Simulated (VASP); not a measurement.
Data:

```
AsB
1.0
    0.00000     2.35906     2.35906
    2.35906     0.00000     2.35906
    2.35906     2.35906     0.00000
B As
1 1
Direct
  0.00000   0.00000   0.00000
  0.25000   0.25000   0.25000
```

All values below come from HSE06 screened hybrid, VASP's PBE PAW potentials (set 64) (plane waves; VASP 6.6.1). Run with 520 eV cut-off, 8×8×8 Γ-centred mesh, Gaussian smearing of 0.050 eV, potentials B As.

### Question
Give the stress tensor in GPa (positive for a compressed cell).

### Answer

```
5.18  0.00  0.00
0.00  5.18  0.00
0.00  0.00  5.18
```
The pressure is its mean diagonal, 5.18 GPa.

The compound is BAs in the zinc blende structure. This cell is one point of a volume scan, at 0.94 of the reference volume. The cell's shape comes from a PBE relaxation.
